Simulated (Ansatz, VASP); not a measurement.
# Cross-check of GaN between VASP and Ansatz, part 2 of 2

Aim: how closely do two programs agree when they are given the same cell, functional and k mesh? The cell is taken from a series of runs on this material, whose earlier steps may have relaxed, scaled, displaced or heated it; both programs get it as it stands.

VASP 6.6.1 and Ansatz 0.2.0.

So far: Set-up; VASP: relaxation of cell and atoms, LDA.

### 3. Ansatz: relaxation of cell and atoms, LDA

Level of this step: Ansatz beside VASP: Kohn-Sham DFT, plane waves, LDA (Ansatz).

Ansatz runs on its default PAW (the set named soft_2) files.

The same cell, functional (in two slightly different forms) and mesh now go to Ansatz, which takes its cutoff from its data sets.

input.yaml reads:

```yaml
crystal:
  lattice:
    - [3.1518084548, 0.0, 0.0]
    - [-1.5759042274, 2.7295461897, 0.0]
    - [0.0, 0.0, 5.1384146987]
  atoms:
    - { symbol: Ga, position: [0.3333333333, 0.6666666667, -0.0007033871] }
    - { symbol: Ga, position: [0.6666666667, 0.3333333333, 0.4992966129] }
    - { symbol: "N", position: [0.3333333333, 0.6666666667, 0.3757033871] }
    - { symbol: "N", position: [0.6666666667, 0.3333333333, 0.8757033871] }
kpoints:
  mp_grid: { grid: [12, 12, 6] }
hamiltonian:
  xc: lda
scf:
  occupations: { method: fixed }
output:
  forces: true
  stress: true
  eigenvalues: true
relax:
  adjacent_minimum: "off"
  f_tol: 0.001
  max_steps: 60
  cell: { stress_tol: 0.01 }
```

Run with:

```bash
$ ansatz run input.yaml --threads 18 --pin off --max-ram 92160MiB --backend cuda --events-out ev --progress --plain --runs-dir out
```

Numbers of over 12 decimals in the logs are rounded to 6 here.

The program printed:

```text
Engine: ansatz 0.2.0, aarch64-unknown-linux-gnu
Pseudopotentials: kind: paw
Pseudopotential: Ga, paw, valence charge 13, recommended cutoff 420 eV (normal), Ga.paw.azcp
Pseudopotential: N, paw, valence charge 5, recommended cutoff 420 eV (normal), N.paw.azcp
Functional definition: SPW92
  exchange = slater_x
  correlation = pw_c
device memory: the entry about to start is reckoned to put 2.2 GiB on a device that reports 182.5 GiB free
GPU FFT provider: cuFFT
GPU libraries: cuBLAS 13.8.1, cuFFT 12.4.0, cuSOLVER 12.3.2
GPU matrix products: emulated (plane waves: as basis.precision tells), large ones in fixed point in workspaces of 1.00 GiB
Crystal: 4 atoms, lattice volume = 44.206 Å³
Basis set: ecut = 420 eV, 845 PW (Γ)
Bands: 22, of which v1, the nominal top of the filled ones, is band 18 counted from 1 (17 counted from 0)
Symmetry: 12 space group operations
Space group: P63mc (ITA 186), of the structure as read, at distance tolerance 3.5e-5 Å
k-points: 76 of 864 (time reversal used)
Non-local potential: Ga, projectors of the file, l = 0: 2, l = 1: 2, l = 2: 3, l = 3: 1
Non-local potential: N, projectors of the file, l = 0: 2, l = 1: 2, l = 2: 1
PAW form: soft (Blöchl's): semilocal exchange-correlation on the pseudo side does not see the compensation charge
PAW frozen core: Ga, regenerated for the run's functional, and the local potential with it (the file was generated under x = pbe(κ = 0.804, μ = 0.219515), c = pbe(β = 0.066725))
PAW frozen core: N, regenerated for the run's functional, and the local potential with it (the file was generated under x = pbe(κ = 0.804, μ = 0.219515), c = pbe(β = 0.066725))
PAW one-centre angular grid: Ga, 590 points (default); XC on 64 Gauss nodes
PAW one-centre angular grid: N, 110 points (default); XC on 64 Gauss nodes
Initial density: superposition of atomic densities (neutral atoms: chi_scale 0, normalization atom), corrected by the library's trained network
Initial wavefunctions: pseudopotential atomic-orbital guess
GPU buffer pool allocated for 20736 grid points (all kernels)
GPU transforms: local potential and band sums: pruned to the plane-wave sphere, on 24×24×36
Functional: x = slater, c = lda
SCF iter   1: F=—  HF=-8164.211781 eV  |F-HF|=—  |Δ(HF+E_count)|=         —  Δρ=1.35e-2  dr2=7.58e-2  ethr=1.77e-3  ⟨swp⟩=4.2  Hψ=6191  notcnv=0  defer=87
preconditioner: auto → Resta (q_TF=auto, 2.637 Å⁻¹)  ε∞=5.0  [insulator: Δε(μ)=2.026 eV  Ē_g=16.714 eV  n_scr=22 (ndim 8)  ℏωp=33.5 eV  f_vac=0.006  ε∞_Penn≈5.0]
SCF iter   2: F=—  HF=-8164.190352 eV  |F-HF|=—  |Δ(HF+E_count)|=   2.14e-2  Δρ=3.63e-3  dr2=3.43e-3  ethr=2.10e-4  ⟨swp⟩=2.5  Hψ=3139  notcnv=0  defer=149
SCF iter   3: F=—  HF=-8164.189442 eV  |F-HF|=—  |Δ(HF+E_count)|=   9.10e-4  Δρ=1.62e-3  dr2=5.39e-4  ethr=9.53e-6  ⟨swp⟩=2.0  Hψ=1949  notcnv=0  defer=149
SCF iter   4: F=—  HF=-8164.189285 eV  |F-HF|=—  |Δ(HF+E_count)|=   1.56e-4  Δρ=1.56e-4  dr2=6.02e-6  ethr=1.50e-6  ⟨swp⟩=2.7  Hψ=3035  notcnv=0  defer=139
SCF iter   5: F=—  HF=-8164.189336 eV  |F-HF|=—  |Δ(HF+E_count)|=   5.02e-5  Δρ=6.63e-5  dr2=1.36e-6  ethr=1.67e-8  ⟨swp⟩=2.0  Hψ=3030  notcnv=0
SCF iter   6: F=—  HF=-8164.189335 eV  |F-HF|=—  |Δ(HF+E_count)|=   3.84e-7  Δρ=2.92e-5  dr2=2.80e-7  ethr=3.78e-9  ⟨swp⟩=2.3  Hψ=2719  notcnv=0
SCF iter   7: F=-8164.189335 eV  HF=-8164.189335 eV  |F-HF|=1.16e-8  |Δ(HF+E_count)|=   6.54e-8  Δρ=6.13e-6  dr2=1.35e-8  ethr=2.78e-10  ⟨swp⟩=5.8  Hψ=7972  notcnv=0
SCF 1 converged in 7 iterations: F = -8164.189335 eV  dr2 = 1.35e-8
  greatest PAW one-centre occupation: 0.996 electrons in one spin orbital (limit 2), on the Ga atom at site 0 (counted from 0), in its partial waves of l = 2
relax step   1: F+E_penalty+E_count = -8164.18933520 eV  Δ(F+E_penalty+E_count) = +0.000e0 eV  max|allowed force component| = 3.656e-5 eV/Å  Δτ_max = 0.0000 Å  P = -0.004 GPa  Ω = 44.206 Å³  (7 SCF iters, dr2 threshold 1.00e-7 eV, accepted)
device memory: the entry about to start is reckoned to put 2.2 GiB on a device that reports 182.5 GiB free
GPU FFT provider: cuFFT
GPU libraries: cuBLAS 13.8.1, cuFFT 12.4.0, cuSOLVER 12.3.2
GPU matrix products: emulated (plane waves: as basis.precision tells), large ones in fixed point in workspaces of 1.00 GiB
Initial density: handed on by an earlier stage of this run
Initial wavefunctions: pseudopotential atomic-orbital guess (no wavefunctions were taken with the density)
GPU buffer pool allocated for 20736 grid points (all kernels)
GPU transforms: local potential and band sums: pruned to the plane-wave sphere, on 24×24×36
iter 1 solved again at ethr=2.77e-8 eV; its pass at ethr=3.10e-3 eV (dr2=9.97e-6 eV) is discarded
SCF iter   1: F=—  HF=-8164.189222 eV  |F-HF|=—  |Δ(HF+E_count)|=         —  Δρ=6.07e-6  dr2=1.34e-8  ethr=2.77e-8  ⟨swp⟩=3.1  Hψ=11162  notcnv=0  defer=146
preconditioner: auto → Resta (q_TF=auto, 2.637 Å⁻¹)  ε∞=5.0  [insulator: Δε(μ)=2.129 eV  Ē_g=16.735 eV  n_scr=22 (ndim 8)  ℏωp=33.5 eV  f_vac=0.006  ε∞_Penn≈5.0]
SCF iter   2: F=—  HF=-8164.189335 eV  |F-HF|=—  |Δ(HF+E_count)|=   1.13e-4  Δρ=4.01e-6  dr2=5.18e-9  ethr=3.71e-11  ⟨swp⟩=2.0  Hψ=3035  notcnv=0  defer=11
SCF iter   3: F=—  HF=-8164.189335 eV  |F-HF|=—  |Δ(HF+E_count)|=  3.94e-10  Δρ=2.31e-6  dr2=2.08e-9  ethr=1.44e-11  ⟨swp⟩=2.0  Hψ=2462  notcnv=0  defer=11
SCF iter   4: F=—  HF=-8164.189335 eV  |F-HF|=—  |Δ(HF+E_count)|=  5.05e-10  Δρ=2.80e-7  dr2=2.76e-11  ethr=5.79e-12  ⟨swp⟩=1.1  Hψ=1738  notcnv=0  defer=11
SCF iter   5: F=—  HF=-8164.189335 eV  |F-HF|=—  |Δ(HF+E_count)|=  1.82e-12  Δρ=1.74e-7  dr2=1.20e-11  ethr=1.00e-12  ⟨swp⟩=1.0  Hψ=1672  notcnv=0  defer=11
SCF iter   6: F=-8164.189335 eV  HF=-8164.189335 eV  |F-HF|=9.09e-13  |Δ(HF+E_count)|=  9.09e-13  Δρ=3.07e-8  dr2=4.49e-13  ethr=1.00e-12  ⟨swp⟩=5.8  Hψ=8747  notcnv=0
SCF 2 converged in 6 iterations: F = -8164.189335 eV  dr2 = 4.49e-13
relax step   2: F+E_penalty+E_count = -8164.18933520 eV  Δ(F+E_penalty+E_count) = -6.466e-9 eV  max|allowed force component| = 3.850e-5 eV/Å  Δτ_max = 0.0000 Å  P = -0.004 GPa  Ω = 44.206 Å³  stress off target by 5.43e-3 GPa  SCF on the basis re-selected at this cell (its energy is not comparable with the rows above)  (6 SCF iters)
basis re-selected at this cell: Δ(F+E_penalty+E_count) = -6.466e-9 eV, ΔP = +0.000 GPa vs the last step (what re-selecting the basis moved, of the pressure what is left beyond the Pulay correction that the steps carried, after the strain that the cell walked since its last selection, with what the two solves' SCF thresholds leave and, on support functions, any second-order correction that the steps lacked; it is no m [...]
SCF converged after 6 iterations
Free energy (F): -8164.189335 eV
Harris-Foulkes:  -8164.189335 eV  (|F-HF|=9.09e-13)
Internal energy: -8164.189335 eV  (E = F + TS)
E sigma→0 (E₀):  -8164.189335 eV
Fermi energy:    9.839373 eV
--- Per-component energies (eV) ---
  E_band       = -8.937665
  E_kinetic    = 496.114431
  E_local      = -3859.073748  (includes V_loc(G=0)·N_el)
  E_nonlocal   = 955.469111
  E_hartree    = 1774.930902
  E_xc         = -256.475901
  E_vxc        = -269.441278  (∫ρ·V_xc dr)
  E_paw        = -4070.212792  (= ΣΔE_a)
  E_vpaw       = -881.868022  (= ΣTr[D̂ρ^β])
  E_aug_tail   = 0.000032  (compensation charges beyond the density's cutoff)
  E_ewald      = -3208.558418
  E_core_change = 3.617048  (= ΣΔE_core)
  E_smearing   = -0.000000  (= −TS)
  E_closure    = -0.000000  (closes the sum)
  Σ components = -8164.189335   (vs F -8164.189335, Δ=0.00e0)
--- Forces (eV/Å), atoms counted from 1 ---
  atom   1  Ga     0.00000000    -0.00000000    -0.00003809
  atom   2  Ga     0.00000000     0.00000000    -0.00003809
  atom   3  N      0.00000000    -0.00000000     0.00003890
  atom   4  N     -0.00000000     0.00000000     0.00003890
  max |Σ_I F_I| component: 1.64e-6 eV/Å
--- Stress (GPa, compression-positive) ---
       -0.005428       0.000000       0.000000
        0.000000      -0.005428       0.000000
        0.000000       0.000000       0.000154
  P = ⅓ Tr σ = -0.0036 GPa (-0.036 kbar)
--- Band table (eV; the first three rows and the last of 76) ---
  k-point 0: bands = [... 14 lower, 8.7547, 9.7864, 9.8394, 9.8394, 11.9680, 14.2116, 19.0525, 19.7452]
  k-point 1: bands = [... 14 lower, 8.8242, 8.9933, 9.7630, 9.7630, 12.6172, 14.2681, 18.8588, 19.7783]
  k-point 2: bands = [... 14 lower, 9.0156, 9.0156, 9.5581, 9.5581, 13.5948, 14.3652, 18.4524, 18.8617]
  k-point 75: bands = [... 14 lower, 5.4200, 5.4200, 8.2746, 8.2746, 16.3253, 16.3253, 17.0945, 17.0945]
--- Relaxed structure (1 steps of the walk, 1 accepted, 1 SCFs on fresh bases) ---
  F+E_penalty+E_count = -8164.18933520 eV   max|allowed force component| = 3.850e-5 eV/Å   (the final SCF, on the basis selected at the relaxed cell)
  cell:  # Å, volume = 44.2058 Å³
    - [3.151808, 0.0, 0.0]
    - [-1.575904, 2.729546, 0.0]
    - [0.0, 0.0, 5.1384146987]
  atoms:
    - { symbol: Ga, position: [0.333333, 0.666667, -0.0007033871] }
    - { symbol: Ga, position: [0.666667, 0.333333, 0.499297] }
    - { symbol: N, position: [0.333333, 0.666667, 0.3757033871] }
    - { symbol: N, position: [0.666667, 0.333333, 0.8757033871] }
```

Reading the cycles: dr2 is the Hartree energy of the density residual (eV), the measure of convergence; HF is the Harris–Foulkes estimate of the energy, which meets the free energy F at convergence.

### 4. Differences

Known differences besides the potentials themselves: fixed occupations in Ansatz, narrow Gaussian smearing in VASP; the cutoff is 420 eV in Ansatz and 600 eV in VASP; VASP's log shows a relativistic correction to its local exchange, Ansatz's none; Ansatz adds a Pulay correction to the stress that steers its cell, VASP none. Total energies have different zeros and are not compared.

The two programs side by side:

```csv
quantity,Ansatz,VASP,difference
volume (Å³),44.21,44.38,-0.39 %
"edge a after relaxation, in the typed setting (Å)",3.152,3.156,-0.13 %
"edge c after relaxation, in the typed setting (Å)",5.138,5.145,-0.13 %
```

### 5. What came out

```yaml
difference_in_volume_relaxation_of_cell_and_atoms_lda: -0.39 %
```

**Reading.** The difference in volume is -0.39 % (relaxation of cell and atoms, LDA), within the 1.2 % picked in this series as the mark of a large difference, as far as the stopping tolerances let one tell. How closely two codes agree says nothing of how well the functional describes the real material.

[Lines on the potential files, build, host, timing and source positions are cut from VASP's logs without a mark.]

[Logs are printed without paths, hosts, clocks, repeated set-up lines and the standing remarks that a program may print on its own settings, such as how far it seeks lower states.]

[Hosts, paths, dates, database ids (printed as entryN), source tags and the programs' standing remarks are cut or masked in the printed files.]
